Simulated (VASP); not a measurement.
Calculation: PBEsol GGA, VASP's PBE PAW potentials (set 64) (plane waves; VASP 6.6.1).

VASP input:

File POSCAR:
```
Mg2TeS
1.0
  2.1339320888   1.2320262275   7.0057700865
 -2.1339320888   1.2320262275   7.0057700865
  0.0000000000  -2.4640524551   7.0057700865
Mg Te S
2 1 1
direct
  0.9906328381   0.9906328381   0.9906328381
  0.5101774892   0.5101774892   0.5101774892
  0.1228768401   0.1228768401   0.1228768401
  0.6262858327   0.6262858327   0.6262858327
```

### INCAR
```
SYSTEM = Mg2TeS
PREC = Accurate
ENCUT = 400
EDIFF = 1E-6
NELM = 100
ALGO = Normal
LREAL = .FALSE.
LASPH = .TRUE.
ISMEAR = 0
SIGMA = 0.05
GGA = PS
LMAXMIX = 4
LWAVE = .FALSE.
LCHARG = .FALSE.
IBRION = 2
ISIF = 3
NSW = 60
EDIFFG = -0.02
```

**KPOINTS**
```
Automatic mesh
0
Gamma
6 6 6
0 0 0
```

POTCAR, in this order: Mg Te S (PBE.64 set). Program: vasp_std.

The run wrote:

OSZICAR:
```
       N       E                     dE             d eps       ncg     rms          rms(c)
DAV:   1     0.544218573674E+02    0.54422E+02   -0.49818E+03   768   0.829E+02
DAV:   2    -0.112994321647E+02   -0.65721E+02   -0.61023E+02  1132   0.139E+02
DAV:   3    -0.162355596879E+02   -0.49361E+01   -0.49157E+01   976   0.448E+01
DAV:   4    -0.163156304556E+02   -0.80071E-01   -0.80050E-01   976   0.712E+00
DAV:   5    -0.163169041151E+02   -0.12737E-02   -0.12736E-02  1004   0.852E-01    0.471E+00
DAV:   6    -0.156447968483E+02    0.67211E+00   -0.12847E+00   808   0.580E+00    0.342E+00
DAV:   7    -0.155630963913E+02    0.81700E-01   -0.30662E-01   952   0.291E+00    0.205E+00
DAV:   8    -0.155600789236E+02    0.30175E-02   -0.29171E-02  1096   0.138E+00    0.387E-01
DAV:   9    -0.155600759105E+02    0.30131E-05   -0.51821E-03   884   0.532E-01    0.227E-01
DAV:  10    -0.155601267837E+02   -0.50873E-04   -0.56539E-04   996   0.143E-01    0.143E-01
DAV:  11    -0.155602016334E+02   -0.74850E-04   -0.32901E-04   896   0.105E-01    0.593E-02
DAV:  12    -0.155602149659E+02   -0.13332E-04   -0.44237E-05  1012   0.413E-02    0.381E-02
DAV:  13    -0.155602093256E+02    0.56403E-05   -0.35279E-05  1196   0.414E-02    0.689E-03
DAV:  14    -0.155602099290E+02   -0.60339E-06   -0.75700E-06   876   0.168E-02
   1 F= -.15560210E+02 E0= -.15560210E+02  d E =-.155602E+02
       N       E                     dE             d eps       ncg     rms          rms(c)
DAV:   1    -0.155610046694E+02   -0.79534E-03   -0.18834E-02   864   0.849E-01    0.984E-02
DAV:   2    -0.155607963040E+02    0.20837E-03   -0.10711E-03   976   0.240E-01    0.516E-02
DAV:   3    -0.155607206496E+02    0.75654E-04   -0.12512E-04   948   0.710E-02    0.240E-02
DAV:   4    -0.155607075093E+02    0.13140E-04   -0.31094E-05   980   0.344E-02    0.119E-02
DAV:   5    -0.155607062004E+02    0.13089E-05   -0.42885E-06   956   0.133E-02    0.405E-03
DAV:   6    -0.155607062682E+02   -0.67817E-07   -0.34921E-07   500   0.414E-03
   2 F= -.15560706E+02 E0= -.15560706E+02  d E =-.496339E-03
       N       E                     dE             d eps       ncg     rms          rms(c)
DAV:   1    -0.155611716276E+02   -0.46543E-03   -0.17518E-02   860   0.819E-01    0.952E-02
DAV:   2    -0.155609756855E+02    0.19594E-03   -0.99997E-04   956   0.232E-01    0.498E-02
DAV:   3    -0.155609050540E+02    0.70631E-04   -0.11755E-04   948   0.688E-02    0.231E-02
DAV:   4    -0.155608929756E+02    0.12078E-04   -0.28670E-05   976   0.331E-02    0.117E-02
DAV:   5    -0.155608917709E+02    0.12047E-05   -0.39906E-06   952   0.128E-02    0.391E-03
DAV:   6    -0.155608918405E+02   -0.69642E-07   -0.31988E-07   508   0.399E-03
   3 F= -.15560892E+02 E0= -.15560892E+02  d E =-.681912E-03
       N       E                     dE             d eps       ncg     rms          rms(c)
DAV:   1    -0.155610994851E+02   -0.20771E-03   -0.61428E-03   840   0.474E-01    0.401E-02
DAV:   2    -0.155610850110E+02    0.14474E-04   -0.31170E-04   964   0.112E-01    0.194E-02
DAV:   3    -0.155610769629E+02    0.80481E-05   -0.20575E-05   924   0.268E-02    0.108E-02
DAV:   4    -0.155610752216E+02    0.17413E-05   -0.14712E-06   776   0.882E-03    0.618E-03
DAV:   5    -0.155610741657E+02    0.10559E-05   -0.18639E-06   884   0.879E-03    0.270E-03
DAV:   6    -0.155610741234E+02    0.42248E-07   -0.26322E-07   468   0.347E-03
   4 F= -.15561074E+02 E0= -.15561074E+02  d E =-.182283E-03
```

**OUTCAR**
```
------------------------ aborting loop because EDIFF is reached ----------------------------------------
  FORCE on cell =-STRESS in cart. coord.  units (eV):
  Direction    XX          YY          ZZ          XY          YZ          ZX
  --------------------------------------------------------------------------------------
  Total       -0.0027306     -0.0027306     -0.0029876      0.0000000      0.0000000      0.0000000
  in kB       -0.0396994     -0.0396994     -0.0434360      0.0000000      0.0000000      0.0000000
  external PRESSURE =      -0.0409450 kB  Pullay stress =       0.0000000 kB
  volume of cell :      110.20
      direct lattice vectors                 reciprocal lattice vectors
     2.129065279  1.229216374  7.018072663     0.234844842  0.135587737  0.047496421
    -2.129065279  1.229216374  7.018072663    -0.234844842  0.135587737  0.047496421
     0.000000000 -2.458432747  7.018072663     0.000000000 -0.271175474  0.047496421
 POSITION                                       TOTAL-FORCE (eV/Angst)
 -----------------------------------------------------------------------------------
      0.00000     -0.00000     20.85318         0.000000      0.000000     -0.000235
      0.00000     -0.00000     10.74750         0.000000     -0.000000      0.012776
      0.00000     -0.00000      2.57938         0.000000      0.000000     -0.011531
      0.00000     -0.00000     13.19136         0.000000      0.000000     -0.001009
 -----------------------------------------------------------------------------------
    total drift:                                0.000000     -0.000001     -0.000514
  FREE ENERGIE OF THE ION-ELECTRON SYSTEM (eV)
  ---------------------------------------------------
  free  energy   TOTEN  =       -15.5610741234 eV

  energy  without entropy=      -15.5610741234  energy(sigma->0) =      -15.56107412

 reached required accuracy - stopping structural energy minimisation
```
(Selected blocks of OUTCAR.)

CONTCAR:
```
Mg2TeS
   1.00000000000000
     2.1290652786915749    1.2292163736366561    7.0180726633891775
    -2.1290652786915749    1.2292163736366561    7.0180726633891775
     0.0000000000000000   -2.4584327473732603    7.0180726633892085
  Mg              Te              S
     2     1     1
Direct
     0.9904514467062026    0.9904514467062026    0.9904514467062026
     0.5104676509344372    0.5104676509344372    0.5104676509344374
     0.1225114989937643    0.1225114989937643    0.1225114989937643
     0.6265424034655876    0.6265424034655876    0.6265424034655878
```

The structure comes from a computed database's Mg2TeS entry (R3m); how it stands against other phases isn't given here. This run relaxes it. Symmetry was kept, so distortions that lower it aren't found. The start is the result of an earlier pass.
